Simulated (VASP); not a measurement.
An input for Ansatz (written as the equivalent of a VASP run, and not itself run):

Ansatz 0.2 input:
```yaml
crystal:
  lattice:
    - [4.0400000, 0.0000000, 0.0000000]
    - [0.0000000, 4.0400000, 0.0000000]
    - [0.0000000, 0.0000000, 4.0400000]
  atoms:
    - { symbol: Tm, position: [0.0000000, 0.0000000, 0.0000000], spin: 2 }
    - { symbol: Pt, position: [0.0000000, 0.5000000, 0.5000000] }
    - { symbol: Pt, position: [0.5000000, 0.0000000, 0.5000000] }
    - { symbol: Pt, position: [0.5000000, 0.5000000, 0.0000000] }
kpoints:
  mp_grid: { grid: [6, 6, 6] }
hamiltonian:
  xc: pbesol
  pseudopotentials: { kind: paw }
magnetization: { spin_polarized: true }
scf:
  occupations: { method: fermi_dirac, width: 0.05 }
  max_iter: 100
output: { forces: true, stress: true, eigenvalues: true }
```

### Question
Translate this input to VASP (INCAR, KPOINTS, POSCAR, choice of POTCAR).

### Answer
One answer among several that fit: 
### INCAR
```
SYSTEM = TmPt3
PREC = Accurate
ENCUT = 300
EDIFF = 1E-6
NELM = 100
ALGO = Normal
LREAL = .FALSE.
LASPH = .TRUE.
ISMEAR = -1
SIGMA = 0.05
GGA = PS
LMAXMIX = 6
LWAVE = .FALSE.
LCHARG = .FALSE.
ISIF = 2
ISPIN = 2
MAGMOM = 2.0 0.0 0.0 0.0
LORBIT = 11
```

KPOINTS:
```
Automatic mesh
0
Gamma
6 6 6
0 0 0
```

**POSCAR**
```
TmPt3
1
    4.0400000000     0.0000000000     0.0000000000
    0.0000000000     4.0400000000     0.0000000000
    0.0000000000     0.0000000000     4.0400000000
Tm Pt
1 3
Direct
  0.0000000000   0.0000000000   0.0000000000
  0.0000000000   0.5000000000   0.5000000000
  0.5000000000   0.0000000000   0.5000000000
  0.5000000000   0.5000000000   0.0000000000
```

POTCAR, in this order: Tm Pt (PBE.64 set). Program: vasp_std.

The two are equivalent in intent, not identical: each code has its own PAW files, so the cut-off isn't converted (ENCUT is set for VASP's; basis.ecutwfc is left out, and Ansatz then takes the one that its files recommend); Ansatz stops its SCF on the density residual and VASP on the energy change (EDIFF).

The structure comes from a measured TmPt3 entry of the Crystallography Open Database, whose conditions weren't checked. The cell was not relaxed at this level.
